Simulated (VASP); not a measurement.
Level of theory: revPBE GGA, VASP's PBE PAW potentials (set 64) (plane waves; VASP).

VASP ran on this input.

### INCAR
```
ALGO  =  Normal
EDIFF  =  1E-6
ENCUT  =  240
GGA  =  RE
ISIF  =  2
ISMEAR  =  -1
LASPH  =  .True.
LCHARG  =  .False.
LMAXMIX  =  4
LREAL  =  .False.
LWAVE  =  .False.
NELM  =  100
PREC  =  Accurate
SIGMA  =  0.02
SYSTEM  =  VBiO4
```

**POSCAR**
```
VBiO4
1.0
 -2.5069980000   2.5069980000   5.6737270000
  2.5069980000  -2.5069980000   5.6737270000
  2.5069980000   2.5069980000  -5.6737270000
V Bi O
2 2 8
direct
  0.5000000000   0.5000000000   0.0000000000
  0.2500000000   0.7500000000   0.5000000000
  0.0000000000   0.0000000000   0.0000000000
  0.7500000000   0.2500000000   0.5000000000
  0.1708500000   0.5619000000   0.8910100000
  0.3119000000   0.9208900000   0.8910500000
  0.6708900000   0.2798400000   0.1089900000
  0.0298400000   0.4208500000   0.1089500000
  0.5791500000   0.6881000000   0.6089900000
  0.4381000000   0.3291100000   0.6089500000
  0.0791100000   0.9701600000   0.3910100000
  0.7201600000   0.8291500000   0.3910500000
```

### KPOINTS
```
Automatic
0
G
  5 5 5
0 0 0
```

POTCAR, in this order: V_sv Bi_d O (PBE.64 set). Program: vasp_std.

What VASP printed:

OUTCAR:
```
 ion  position               nearest neighbor table
   1  0.500  0.500  0.000-   5 1.70   7 1.70  12 1.70  10 1.70
   2  0.250  0.750  0.500-   8 1.70   9 1.70  11 1.70   6 1.70
   3  0.000  0.000  0.000-   7 2.37  12 2.37  10 2.37   5 2.37   8 2.41  11 2.41   6 2.41   9 2.41
                             4 3.79   4 3.79   4 3.79   4 3.79
   4  0.750  0.250  0.500-   8 2.37  11 2.37   9 2.37   6 2.37   7 2.41  12 2.41  10 2.41   5 2.41
                             3 3.79   3 3.79   3 3.79   3 3.79
   5  0.171  0.562  0.891-   1 1.70   3 2.37   4 2.41
   6  0.312  0.921  0.891-   2 1.70   4 2.37   3 2.41
   7  0.671  0.280  0.109-   1 1.70   3 2.37   4 2.41
   8  0.030  0.421  0.109-   2 1.70   4 2.37   3 2.41
   9  0.579  0.688  0.609-   2 1.70   4 2.37   3 2.41
  10  0.438  0.329  0.609-   1 1.70   3 2.37   4 2.41
  11  0.079  0.970  0.391-   2 1.70   4 2.37   3 2.41
  12  0.720  0.829  0.391-   1 1.70   3 2.37   4 2.41
  LATTYP: Found a body centered tetragonal cell.
 ALAT       =     5.0139960000
 C/A-ratio  =     2.2631557744
 Subroutine PRICEL returns:
 Original cell was already a primitive cell.
 Subroutine GETGRP returns: Found  8 space group operations
The static configuration has the point symmetry S_4 .
 The point group associated with its full space group is C_4h.
The dynamic configuration has the point symmetry S_4 .
 Subroutine INISYM returns: Found  8 space group operations
 Subroutine IBZKPT returns following result:
 Found     21 irreducible k-points:

 Following reciprocal coordinates:
            Coordinates               Weight
  0.000000  0.000000  0.000000      1.000000
  0.200000  0.000000  0.000000      8.000000
  0.400000 -0.000000  0.000000      8.000000
  0.200000  0.200000  0.000000      8.000000
  0.400000  0.200000  0.000000      8.000000
 -0.400000 -0.200000 -0.400000      8.000000
 -0.400000  0.200000 -0.000000      8.000000
  0.400000 -0.200000 -0.200000      8.000000
 -0.200000  0.200000  0.000000      4.000000
  0.400000  0.400000  0.000000      8.000000
...
```

### OSZICAR
```
       N       E                     dE             d eps       ncg     rms          rms(c)
DAV:   1     0.102618225249E+04    0.10262E+04   -0.37892E+04  2778   0.117E+03
DAV:   2     0.373708350441E+02   -0.98881E+03   -0.94154E+03  2874   0.425E+02
DAV:   3    -0.974910953203E+02   -0.13486E+03   -0.13183E+03  2930   0.165E+02
DAV:   4    -0.103496784761E+03   -0.60057E+01   -0.59652E+01  3120   0.362E+01
DAV:   5    -0.103729767366E+03   -0.23298E+00   -0.23274E+00  3524   0.677E+00    0.730E+01
DAV:   6    -0.935337820521E+02    0.10196E+02   -0.11980E+02  3822   0.770E+01    0.274E+01
DAV:   7    -0.912988488457E+02    0.22349E+01   -0.87997E+01  3446   0.726E+01    0.323E+01
DAV:   8    -0.881921615740E+02    0.31067E+01   -0.10407E+01  2966   0.181E+01    0.118E+01
DAV:   9    -0.872109270563E+02    0.98123E+00   -0.19921E+00  3388   0.995E+00    0.132E+00
DAV:  10    -0.872501088056E+02   -0.39182E-01   -0.31507E-01  3424   0.304E+00    0.107E+00
DAV:  11    -0.872373927767E+02    0.12716E-01   -0.66905E-02  3264   0.169E+00    0.424E-01
DAV:  12    -0.872382219937E+02   -0.82922E-03   -0.77281E-03  2960   0.415E-01    0.568E-01
DAV:  13    -0.872383456387E+02   -0.12364E-03   -0.74005E-04  3558   0.213E-01    0.164E-01
DAV:  14    -0.872379804605E+02    0.36518E-03   -0.11836E-03  3324   0.198E-01    0.654E-02
DAV:  15    -0.872379912486E+02   -0.10788E-04   -0.16735E-04  2828   0.613E-02    0.253E-02
DAV:  16    -0.872379922447E+02   -0.99615E-06   -0.12724E-05  2728   0.266E-02    0.167E-02
DAV:  17    -0.872379913361E+02    0.90865E-06   -0.74337E-06  2736   0.159E-02
   1 F= -.87237991E+02 E0= -.87237991E+02  d E =-.522991E-15
```

OUTCAR:
```
------------------------ aborting loop because EDIFF is reached ----------------------------------------
  FORCE on cell =-STRESS in cart. coord.  units (eV):
  Direction    XX          YY          ZZ          XY          YZ          ZX
  --------------------------------------------------------------------------------------
  Total      -77.8159542    -77.8159542    -78.6670875      0.0000005      0.0000000      0.0000000
  in kB     -874.0631847   -874.0631847   -883.6234903      0.0000056      0.0000000      0.0000000
  external PRESSURE =    -877.2499532 kB  Pullay stress =       0.0000000 kB
  volume of cell :      142.64
      direct lattice vectors                 reciprocal lattice vectors
    -2.506998000  2.506998000  5.673727000     0.000000000  0.199441723  0.088125495
     2.506998000 -2.506998000  5.673727000     0.199441723  0.000000000  0.088125495
     2.506998000  2.506998000 -5.673727000     0.199441723  0.199441723  0.000000000
 POSITION                                       TOTAL-FORCE (eV/Angst)
 -----------------------------------------------------------------------------------
      0.00000      0.00000      5.67373         0.000000     -0.000000     -0.000000
      2.50700     -0.00000      2.83686        -0.000000     -0.000000     -0.000000
      0.00000      0.00000      0.00000         0.000000     -0.000000     -0.000000
     -0.00000      2.50700      2.83686        -0.000000     -0.000000     -0.000000
      3.21412      1.25340     -0.89792         0.579404     -0.924342     -0.833523
      3.76060      0.70712      1.93894         0.924342      0.579404     -0.833523
     -0.70712      1.25360      4.77580        -0.579404      0.924342     -0.833523
      1.25340     -0.70712      1.93894        -0.924342     -0.579404     -0.833523
      1.79987      1.25360      3.73479        -0.579404      0.924342      0.833523
      1.25340      1.79987      0.89792        -0.924342     -0.579404      0.833523
      3.21412     -1.25360      3.73479         0.579404     -0.924342      0.833523
      1.25360      0.70712      6.57165         0.924342      0.579404      0.833523
 -----------------------------------------------------------------------------------
    total drift:                                0.000000      0.000000      0.000000
  FREE ENERGIE OF THE ION-ELECTRON SYSTEM (eV)
  ---------------------------------------------------
  free  energy   TOTEN  =       -87.2379913361 eV

  energy  without entropy=      -87.2379913361  energy(sigma->0) =      -87.23799134
```
(Selected blocks of OUTCAR.)

At this cut-off the stress carries a Pulay error, which pulls relaxed volumes low.

The structure comes from a computed database's VBiO4 entry; how it stands against other phases isn't given here. The cell was not relaxed at this level, and its volume differs by -4.4 % from the start's. The run is one of a series of settings (ENCUT = 240 against the base run), some of them coarse on purpose. The run is not spin-polarised, so no magnetic state was tried.
